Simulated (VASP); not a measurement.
The input files of a VASP run:

KPOINTS:
```
kpoints
0
G
 12 12 10
```

### INCAR
```
! general
SYSTEM =TiS
PREC   =Accurate
ENCUT  =400   ! plane-wave cut-off (eV)
LREAL  =.FALSE.
LASPH  =.TRUE.

! electronic loop
EDIFF  =1E-6   ! SCF stop (eV)
NELM   =100   ! most electronic steps
ALGO   =Normal   ! blocked Davidson
LMAXMIX=4   ! l cut-off of mixed one-centre charges

! smearing
ISMEAR =1   ! Methfessel-Paxton
SIGMA  =0.1   ! width (eV)

! functional
GGA    =PS   ! PBEsol

! ions
IBRION =2   ! conjugate gradients
NSW    =60   ! most ionic steps
ISIF   =3
EDIFFG =-0.01   ! ionic stop

! output
LWAVE  =.FALSE.
LCHARG =.FALSE.
```

### POSCAR
```
TiS
1
    3.2195149987    -0.0000000000     0.0000000000
   -1.6097574994     2.7881815678    -0.0000000000
    0.0000000000     0.0000000000     3.1854784764
Ti S
1 1
Direct
  0.6666670000   0.3333330000   0.0000000000
  0.0000000000   0.0000000000   0.5000000000
```

POTCAR, in this order: Ti_sv S (PBE.64 set). Program: vasp_std.

**Question.** Write an equivalent input for Quantum ESPRESSO's pw.x.

**Answer.** One equivalent input (not run):
```
&CONTROL
  calculation = 'vc-relax'
  pseudo_dir = './pseudo'
  outdir = './out'
  tprnfor = .true.
  tstress = .true.
  nstep = 60
  forc_conv_thr = 0.00039
/
&SYSTEM
  ibrav = 0
  nat = 2
  ntyp = 2
  ecutwfc = 84
  occupations = 'smearing'
  smearing = 'methfessel-paxton'
  degauss = 0.00735
  input_dft = 'pbesol'
/
&ELECTRONS
  conv_thr = 7.3e-08
  electron_maxstep = 100
/
&IONS
/
&CELL
/
ATOMIC_SPECIES
  Ti 47.867 Ti.upf
  S 32.060 S.upf
CELL_PARAMETERS angstrom
     3.2195150   -0.0000000    0.0000000
    -1.6097575    2.7881816   -0.0000000
     0.0000000    0.0000000    3.1854785
ATOMIC_POSITIONS crystal
  Ti   0.6666670  0.3333330  0.0000000
  S    0.0000000  0.0000000  0.5000000
K_POINTS automatic
  12 12 10 0 0 0
```
What does not carry over: the potentials are each code's own (VASP's PAW set, PseudoDojo norm-conserving files in pw.x), so ENCUT and ecutwfc are chosen apart and not converted; conv_thr bounds pw.x's estimated SCF error, while EDIFF bounds the energy change between steps; forc_conv_thr acts on force components and is met together with etot_conv_thr.

The structure comes from a computed database's TiS entry (P-6m2); how it stands against other phases isn't given here. It was relaxed first. The start is the result of an earlier pass.
